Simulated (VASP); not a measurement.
Method: TPSS meta-GGA, VASP's PBE PAW potentials (set 64) (plane waves; VASP).

The input files of a VASP run:

### INCAR
```
LWAVE  =  .False.
ALGO  =  Normal   ! blocked Davidson
LASPH  =  .True.
LMIXTAU  =  .True.
NELM  =  100   ! most electronic steps
EDIFF  =  1E-7
METAGGA  =  TPSS
LCHARG  =  .False.
ISMEAR  =  0
SYSTEM  =  BaHfO3
LMAXMIX  =  6   ! l cut-off of mixed one-centre charges
LREAL  =  .False.
ISIF  =  2   ! forces and stress, cell fixed
ENCUT  =  520
SIGMA  =  0.05
PREC  =  Accurate
```

### POSCAR
```
BaHfO3
1
    4.1429431505     0.0000000000     0.0000000000
    0.0000000000     4.1429431505     0.0000000000
    0.0000000000     0.0000000000     4.1429431505
Ba Hf O
1 1 3
Direct
  0.0000000000   0.0000000000   0.0000000000
  0.5000000000   0.5000000000   0.5000000000
  0.5000000000   0.0000000000   0.5000000000
  0.0000000000   0.5000000000   0.5000000000
  0.5000000000   0.5000000000   0.0000000000
```

### KPOINTS
```
Automatic mesh
0
Gamma
5 5 5
0 0 0
```

POTCAR, in this order: Ba_sv Hf_pv O (PBE.64 set). Program: vasp_std.

Output

### OUTCAR
```
 ion  position               nearest neighbor table
   1  0.000  0.000  0.000-   3 2.93   4 2.93   5 2.93   3 2.93   4 2.93   4 2.93   5 2.93   4 2.93
                             3 2.93   5 2.93   3 2.93   5 2.93   2 3.59   2 3.59   2 3.59   2 3.59
   2  0.500  0.500  0.500-   3 2.07   4 2.07   5 2.07   5 2.07   3 2.07   4 2.07   1 3.59   1 3.59
                             1 3.59   1 3.59   1 3.59   1 3.59   1 3.59   1 3.59
   3  0.500  0.000  0.500-   2 2.07   2 2.07   1 2.93   1 2.93   1 2.93   1 2.93
   4  0.000  0.500  0.500-   2 2.07   2 2.07   1 2.93   1 2.93   1 2.93   1 2.93
   5  0.500  0.500  0.000-   2 2.07   2 2.07   1 2.93   1 2.93   1 2.93   1 2.93
  LATTYP: Found a simple cubic cell.
 ALAT       =     4.1429431505
 Subroutine PRICEL returns:
 Original cell was already a primitive cell.
 Subroutine GETGRP returns: Found 48 space group operations
The static configuration has the point symmetry O_h .
The dynamic configuration has the point symmetry O_h .
 Subroutine INISYM returns: Found 48 space group operations
 Subroutine IBZKPT returns following result:
 Found     10 irreducible k-points:

 Following reciprocal coordinates:
            Coordinates               Weight
  0.000000  0.000000  0.000000      1.000000
  0.200000  0.000000  0.000000      6.000000
  0.400000  0.000000  0.000000      6.000000
  0.200000  0.200000  0.000000     12.000000
  0.400000  0.200000  0.000000     24.000000
  0.400000  0.400000  0.000000     12.000000
  0.200000  0.200000  0.200000      8.000000
  0.400000  0.200000  0.200000     24.000000
  0.400000  0.400000  0.200000     24.000000
  0.400000  0.400000  0.400000      8.000000
   k-points           NKPTS =     10   k-points in BZ     NKDIM =     10   number of bands    NBANDS=     23
   number of dos      NEDOS =    301   number of ions     NIONS =      5
   total plane-waves  NPLWV =  32768
   dimension x,y,z NGX =    32 NGY =   32 NGZ =   32
   dimension x,y,z NGXF=    64 NGYF=   64 NGZF=   64
   ions per type =               1   1   3
   PREC   = accura    normal or accurate (medium, high low for compatibility)
   ISTART =      0    job   : 0-new  1-cont  2-samecut
   ICHARG =      2    charge: 1-file 2-atom 10-const
   ISPIN  =      1    spin polarized calculation?
   LNONCOLLINEAR =      F non collinear calculations
   LSORBIT =      F    spin-orbit coupling
   INIWAV =      1    electr: 0-lowe 1-rand  2-diag
   ENCUT  =  520.0 eV  38.22 Ry    6.18 a.u.   7.70  7.70  7.70*2*pi/ulx,y,z
   NELM   =    100;   NELMIN=  2; NELMDL= -5     # of ELM steps
   EDIFF  = 0.1E-06   stopping-criterion for ELM
   LREAL  =      F    real-space projection
   NLSPLINE    = F    spline interpolate recip. space projectors
   LMAXMIX     =    6 max onsite mixed and CHGCAR
   VOSKOWN=      0    Vosko Wilk Nusair interpolation
   EDIFFG = 0.1E-05   stopping-criterion for IOM
   NSW    =      0    number of steps for IOM
   NBLOCK =      1;   KBLOCK =      1    inner block; outer block
   IBRION =     -1    ionic relax: 0-MD 1-quasi-New 2-CG
   NFREE  =      0    steps in history (QN), initial steepest desc. (CG)
   ISIF   =      2    stress and relaxation
   ISYM   =      2    0-nonsym 1-usesym 2-fastsym
   TEIN   =    0.0    initial temperature
   TEBEG  =    0.0;   TEEND  =   0.0 temperature during run
   SMASS  =  -3.00    Nose mass-parameter (am)
   PSTRESS=    0.0 pullay stress
   NELECT =      38.0000    total number of electrons
   EFERMI =   0.00;   METHOD = LEGACY
   ISMEAR =     0;   SIGMA  =   0.05  broadening in eV -4-tet -1-fermi 0-gaus
   IALGO  =     38    algorithm
   LDIAG  =      T    sub-space diagonalisation (order eigenvalues)
   IMIX   =      4    mixing-type and parameters
     AMIX     =   0.40;   BMIX     =  1.00
     AMIX_MAG =   1.60;   BMIX_MAG =  1.00
     AMIN     =   0.10
   METAGGA = TPSS    functional components
   VOSKOWN =     0    Vosko Wilk Nusair interpolation
   LHFCALC =     F    Hartree Fock is set to
   LHFONE  =     F    Hartree Fock one center treatment
...
```

**OSZICAR**
```
       N       E                     dE             d eps       ncg     rms          rms(c)
DAV:   1     0.332762679295E+03    0.33276E+03   -0.21722E+04   460   0.174E+03
DAV:   2     0.813273498320E+01   -0.32463E+03   -0.31563E+03   643   0.490E+02
DAV:   3    -0.123619969674E+02   -0.20495E+02   -0.20430E+02   617   0.114E+02
DAV:   4    -0.128473531586E+02   -0.48536E+00   -0.48470E+00   653   0.203E+01
DAV:   5    -0.128597021821E+02   -0.12349E-01   -0.12346E-01   666   0.245E+00    0.811E+01
DAV:   6    -0.638232765387E+02   -0.50964E+02   -0.21871E+02   460   0.156E+02    0.344E+01
DAV:   7    -0.595544504927E+02    0.42688E+01   -0.34414E+01   579   0.405E+01    0.344E+01
DAV:   8    -0.618070026655E+02   -0.22526E+01   -0.13938E+01   555   0.201E+01    0.261E+01
DAV:   9    -0.632902348736E+02   -0.14832E+01   -0.61088E+01   502   0.403E+01    0.243E+01
DAV:  10    -0.597365075589E+02    0.35537E+01   -0.11709E+01   488   0.207E+01    0.597E+00
DAV:  11    -0.598911646729E+02   -0.15466E+00   -0.49431E-01   641   0.492E+00    0.877E-01
DAV:  12    -0.598924183532E+02   -0.12537E-02   -0.45589E-03   567   0.481E-01    0.872E-01
DAV:  13    -0.599170559316E+02   -0.24638E-01   -0.86544E-03   572   0.913E-01    0.665E-01
DAV:  14    -0.599073200903E+02    0.97358E-02   -0.28590E-02   552   0.980E-01    0.564E-01
DAV:  15    -0.599268120628E+02   -0.19492E-01   -0.13891E-02   551   0.106E+00    0.121E+00
DAV:  16    -0.599277273493E+02   -0.91529E-03   -0.33030E-03   600   0.394E-01    0.147E+00
DAV:  17    -0.599279406346E+02   -0.21329E-03   -0.15499E-03   582   0.218E-01    0.162E+00
DAV:  18    -0.599293273937E+02   -0.13868E-02   -0.46334E-04   636   0.171E-01    0.178E+00
DAV:  19    -0.599293190518E+02    0.83419E-05   -0.10427E-04   537   0.841E-02    0.183E+00
DAV:  20    -0.599291598182E+02    0.15923E-03   -0.24186E-04   530   0.131E-01    0.173E+00
DAV:  21    -0.599290585682E+02    0.10125E-03   -0.38630E-05   558   0.476E-02    0.167E+00
DAV:  22    -0.599280288963E+02    0.10297E-02   -0.36022E-03   495   0.453E-01    0.923E-01
DAV:  23    -0.599279126095E+02    0.11629E-03   -0.27424E-03   681   0.330E-01    0.354E-01
DAV:  24    -0.599279087532E+02    0.38562E-05   -0.47856E-05   580   0.529E-02    0.347E-01
DAV:  25    -0.599278944898E+02    0.14263E-04   -0.69735E-06   544   0.199E-02    0.340E-01
DAV:  26    -0.599278509186E+02    0.43571E-04   -0.59231E-06   589   0.223E-02    0.359E-01
DAV:  27    -0.599278179351E+02    0.32983E-04   -0.27552E-04   634   0.106E-01    0.287E-01
DAV:  28    -0.599278325798E+02   -0.14645E-04   -0.16279E-04   604   0.933E-02    0.144E-01
DAV:  29    -0.599278590472E+02   -0.26467E-04   -0.58970E-05   664   0.523E-02    0.461E-02
DAV:  30    -0.599278593676E+02   -0.32034E-06   -0.20344E-06   597   0.101E-02    0.331E-02
DAV:  31    -0.599278596480E+02   -0.28045E-06   -0.42315E-06   580   0.136E-02    0.139E-02
DAV:  32    -0.599278597888E+02   -0.14082E-06   -0.62855E-07   657   0.569E-03    0.802E-03
DAV:  33    -0.599278597968E+02   -0.79167E-08   -0.97077E-08   307   0.286E-03
   1 F= -.59927860E+02 E0= -.59927860E+02  d E =-.161540E-21
```

### OUTCAR
```
------------------------ aborting loop because EDIFF is reached ----------------------------------------
  FORCE on cell =-STRESS in cart. coord.  units (eV):
  Direction    XX          YY          ZZ          XY          YZ          ZX
  --------------------------------------------------------------------------------------
  Total        2.3996913      2.3996913      2.3996913     -0.0000000      0.0000000     -0.0000000
  in kB       54.0678413     54.0678413     54.0678413     -0.0000000      0.0000000     -0.0000000
  external PRESSURE =      54.0678413 kB  Pullay stress =       0.0000000 kB
  volume of cell :       71.11
      direct lattice vectors                 reciprocal lattice vectors
     4.142943150  0.000000000  0.000000000     0.241374299  0.000000000  0.000000000
     0.000000000  4.142943150  0.000000000     0.000000000  0.241374299  0.000000000
     0.000000000  0.000000000  4.142943150     0.000000000  0.000000000  0.241374299
 POSITION                                       TOTAL-FORCE (eV/Angst)
 -----------------------------------------------------------------------------------
      0.00000      0.00000      0.00000         0.000000      0.000000      0.000000
      2.07147      2.07147      2.07147         0.000000      0.000000      0.000000
      2.07147      0.00000      2.07147         0.000000      0.000000      0.000000
      0.00000      2.07147      2.07147         0.000000      0.000000      0.000000
      2.07147      2.07147      0.00000         0.000000      0.000000      0.000000
 -----------------------------------------------------------------------------------
    total drift:                                0.000000     -0.000000     -0.000000
  FREE ENERGIE OF THE ION-ELECTRON SYSTEM (eV)
  ---------------------------------------------------
  free  energy   TOTEN  =       -59.9278597968 eV

  energy  without entropy=      -59.9278597968  energy(sigma->0) =      -59.92785980
```
(Selected blocks of OUTCAR.)

The compound is BaHfO3 in the cubic perovskite structure. This cell is one point of a volume scan, at 0.97 of the reference volume.
